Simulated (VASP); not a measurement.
## SiIH3: relaxation of the atoms with BLYP

The system is SiIH3, in a box.

```
Si I H
1.0
    13.00000    0.00000    0.00000
     0.00000   12.00000    0.00000
     0.00000    0.00000   12.00000
Si I H
1 1 3
Direct
  0.45890 0.48570 0.50325
  0.61839 0.40299 0.57117
  0.38361 0.48735 0.59585
  0.42000 0.41695 0.40982
  0.48114 0.60051 0.46491
```

| Quantity | Value |
| --- | --- |
| Program | VASP 6.6.1 |
| Task | relaxation of the atoms |
| Functional | BLYP |
| Potentials or basis | VASP PAW PBE potentials, release 64 (Si, I, H) |
| Cutoff | 520 eV |
| k mesh | 1 × 1 × 1 |
| Occupations | gaussian, width 0.01 eV |
| Spin | no spin polarisation |
| Further INCAR settings | ALGO = Normal; EDIFF = 1e-06; IBRION = 2; EDIFFG = -0.02; NSW = 40 |

```yaml
Energy_gained_by_relaxing: 2.7 meV/atom
Ionic_steps: 7
Largest_force_after_relaxing: 0.012 eV/Å
Gap_between_the_frontier_levels: 4.63 eV
```

Forces on the atoms (eV/Å):
```
Si   0.005 -0.008  0.006
I   -0.008  0.004 -0.003
H    0.002  0.000 -0.003
H    0.001  0.002  0.001
H    0.000  0.003 -0.001
```

Step by step:
| step | energy change (eV) | largest force (eV/Å) | pressure (GPa) |
| --- | --- | --- | --- |
| 1 | 0.0000 | 0.5552 | 0.04 |
| 2 | -0.0110 | 0.1795 | 0.01 |
| 3 | -0.0110 | 0.1401 | 0.01 |
| 4 | -0.0128 | 0.0418 | 0.00 |
| 5 | -0.0128 | 0.0416 | -0.01 |
| 6 | -0.0131 | 0.0280 | -0.01 |
| 7 | -0.0133 | 0.0115 | -0.01 |

Final structure:
```xyz
5
Lattice="13.0000 0.0000 0.0000 0.0000 12.0000 0.0000 0.0000 0.0000 12.0000" Properties=species:S:1:pos:R:3 pbc="T T T"
Si    5.9571    5.8329    6.0353
I     8.0730    4.8194    6.8675
H     4.9778    5.8519    7.1485
H     5.4515    5.0061    4.9133
H     6.2473    7.2117    5.5752
```

Levels at points of the mesh, in eV from the valence-band top:
```csv
k point,band 3,band 4,band 5,band 6,band 7,band 8,band 9,band 10,band 11
"(0.00, 0.00, 0.00)",-2.62,-2.62,-1.88,0.00,0.00,4.63,5.67,6.26,6.29
```

Wall time 26 min on 1 thread of Intel(R) Xeon(R) Platinum 8488C (Sapphire Rapids) (shared host), peak memory 1.6 GiB.

Caveat: the PAW data sets were made with another functional, which shifts forces and pressure a little; spin-orbit coupling is left out, which moves the levels of the heavy elements. BLYP gaps usually lie below the measured ones, often by a third to a half.
